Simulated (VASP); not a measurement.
# SnF₄ (space group I4/mmm): computed properties

These are r2SCAN meta-GGA, VASP's PBE PAW potentials (set 64) (plane waves; VASP) values and carry that method's errors.

- space group = I4/mmm (139)
- cell = a = b = 4.081 Å, c = 7.803 Å, α = β = γ = 90.00°
- volume per atom = 12.99 Å³/atom
- band gap (over mesh and band path) = 4.04 eV
- smallest direct gap (over mesh and band path) = 4.25 eV
- band-edge character without spin-orbit coupling = indirect, X to Γ
- band gap with spin-orbit coupling = 4.05 eV
- density = 4.98 g/cm³
- mean ε∞ (independent particles) = 2.35

SnF₄ has the tetragonal space group I4/mmm (No. 139), Pearson symbol tI10. Lattice parameters: a = b = 4.081 Å, c = 7.803 Å, α = β = γ = 90.00°. Sn on 2a sees 2 F at 1.899 Å and 4 F at 2.040 Å (octahedral). F1 on 4e has 1 Sn at 1.899 Å. F2 on 4c sees 2 Sn at 2.040 Å (linear). (Neighbours: up to the widest gap in distance over summed covalent radii, below 1.35, at either atom; cation-cation and far metal-metal contacts left out.)
(The calculation used a cell of 5 atoms; values per cell refer to that cell.)

Unless said otherwise, spin-orbit coupling is left out, though it shifts the bands of the heavy elements here.

The structure comes from a computed database's SnF4 entry (I4/mmm); how it stands against other phases isn't given here. It was relaxed first. Symmetry was kept, so distortions that lower it aren't found.
